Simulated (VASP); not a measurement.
Method: vdW-DF2, VASP's PBE PAW potentials (set 64) (plane waves; VASP 6.6.1).

Input for VASP

### INCAR
```
# general
SYSTEM    =  MgO
PREC      =  Accurate
ENCUT     =  520
LREAL     =  .FALSE.
LASPH     =  .TRUE.   # aspherical one-centre terms

# electronic loop
EDIFF     =  1E-7   # SCF stop (eV)
NELM      =  100
ALGO      =  Normal   # blocked Davidson

# smearing
ISMEAR    =  0
SIGMA     =  0.05

# functional
GGA       =  ML
LUSE_VDW  =  .TRUE.
AGGAC     =  0.0
ZAB_VDW   =  -1.8867

# ions
ISIF      =  2

# output
LWAVE     =  .FALSE.
LCHARG    =  .FALSE.
```

**KPOINTS**
```
Automatic
0
gamma
11 11 11
0 0 0
```

**POSCAR**
```
MgO
1.0
  0.0000000000   2.1585608684   2.1585608684
  2.1585608684   0.0000000000   2.1585608684
  2.1585608684   2.1585608684   0.0000000000
Mg O
1 1
direct
  0.0000000000   0.0000000000   0.0000000000
  0.5000000000   0.5000000000   0.5000000000
```

POTCAR, in this order: Mg O (PBE.64 set). Program: vasp_std.

The run wrote:

### OSZICAR
```
       N       E                     dE             d eps       ncg     rms          rms(c)
DAV:   1     0.149788698963E+02    0.14979E+02   -0.47507E+03  1040   0.868E+02
DAV:   2    -0.107391683384E+02   -0.25718E+02   -0.24648E+02  1008   0.137E+02
DAV:   3    -0.111581519055E+02   -0.41898E+00   -0.41898E+00  1192   0.197E+01
DAV:   4    -0.111587962772E+02   -0.64437E-03   -0.64437E-03  1256   0.742E-01
DAV:   5    -0.111587967853E+02   -0.50806E-06   -0.50807E-06  1160   0.147E-02    0.870E+00
DAV:   6    -0.902068023486E+01    0.21381E+01   -0.15987E+01   896   0.279E+01    0.262E+00
DAV:   7    -0.900092797031E+01    0.19752E-01   -0.15087E-01   928   0.384E+00    0.137E+00
DAV:   8    -0.899968228582E+01    0.12457E-02   -0.70107E-02   896   0.372E+00    0.205E-01
DAV:   9    -0.899927016647E+01    0.41212E-03   -0.32499E-04  1304   0.213E-01    0.904E-02
DAV:  10    -0.899969143317E+01   -0.42127E-03   -0.90515E-04   896   0.383E-01    0.118E-02
DAV:  11    -0.899968880181E+01    0.26314E-05   -0.24189E-06  1088   0.201E-02    0.590E-03
DAV:  12    -0.899969306201E+01   -0.42602E-05   -0.12498E-05   896   0.455E-02    0.668E-04
DAV:  13    -0.899969313733E+01   -0.75326E-07   -0.65292E-08  1080   0.312E-03
   1 F= -.89996931E+01 E0= -.89996931E+01  d E =-.134208E-11
```

OUTCAR:
```
------------------------ aborting loop because EDIFF is reached ----------------------------------------
  FORCE on cell =-STRESS in cart. coord.  units (eV):
  Direction    XX          YY          ZZ          XY          YZ          ZX
  --------------------------------------------------------------------------------------
  Total       -0.5133667     -0.5133667     -0.5133667      0.0000000     -0.0000000      0.0000000
  in kB      -40.8898393    -40.8898393    -40.8898393      0.0000000     -0.0000000      0.0000000
  external PRESSURE =     -40.8898393 kB  Pullay stress =       0.0000000 kB
  volume of cell :       20.12
      direct lattice vectors                 reciprocal lattice vectors
     0.000000000  2.158560868  2.158560868    -0.231635812  0.231635812  0.231635812
     2.158560868  0.000000000  2.158560868     0.231635812 -0.231635812  0.231635812
     2.158560868  2.158560868  0.000000000     0.231635812  0.231635812 -0.231635812
  FREE ENERGIE OF THE ION-ELECTRON SYSTEM (eV)
  ---------------------------------------------------
  free  energy   TOTEN  =        -8.9996931373 eV

  energy  without entropy=       -8.9996931373  energy(sigma->0) =       -8.99969314
```
(Selected blocks of OUTCAR.)

File OUTCAR:
```
 val. band max:        2.5712011994   @ k =   0.0000   0.0000   0.0000

 cond. band min:       6.9281843606   @ k =   0.0000   0.0000   0.0000


 Fermi energy:         2.7814047315

 k-point     1 :       0.0000    0.0000    0.0000
  band No.  band energies     occupation
      1     -14.2105      2.00000
      2       2.5712      2.00000
      3       2.5712      2.00000
      4       2.5712      2.00000
      5       6.9282      0.00000
      6      18.2278      0.00000
      7      18.2278      0.00000
      8      18.2279      0.00000

 k-point     2 :       0.0909    0.0000    0.0000
  band No.  band energies     occupation
      1     -14.1350      2.00000
      2       2.0628      2.00000
      3       2.5233      2.00000
      4       2.5233      2.00000
      5       7.4409      0.00000
      6      17.2667      0.00000
      7      18.4008      0.00000
      8      18.4008      0.00000

 k-point     3 :       0.1818    0.0000    0.0000
  band No.  band energies     occupation
      1     -13.9252      2.00000
      2       0.9944      2.00000
      3       2.3981      2.00000
      4       2.3981      2.00000
      5       8.4993      0.00000
      6      15.8563      0.00000
      7      18.7418      0.00000
      8      18.7418      0.00000

 k-point     4 :       0.2727    0.0000    0.0000
  band No.  band energies     occupation
      1     -13.6313      2.00000
      2      -0.1235      2.00000
      3       2.2406      2.00000
      4       2.2406      2.00000
      5       9.5218      0.00000
      6      14.8984      0.00000
      7      18.7760      0.00000
      8      18.7760      0.00000

 k-point     5 :       0.3636    0.0000    0.0000
  band No.  band energies     occupation
      1     -13.3384      2.00000
      2      -1.0264      2.00000
      3       2.1017      2.00000
      4       2.1017      2.00000
      5      10.1795      0.00000
      6      14.5282      0.00000
      7      18.5028      0.00000
...
```

The compound is MgO in the rock salt structure. This cell is one point of a volume scan, at 1.03 of the reference volume.
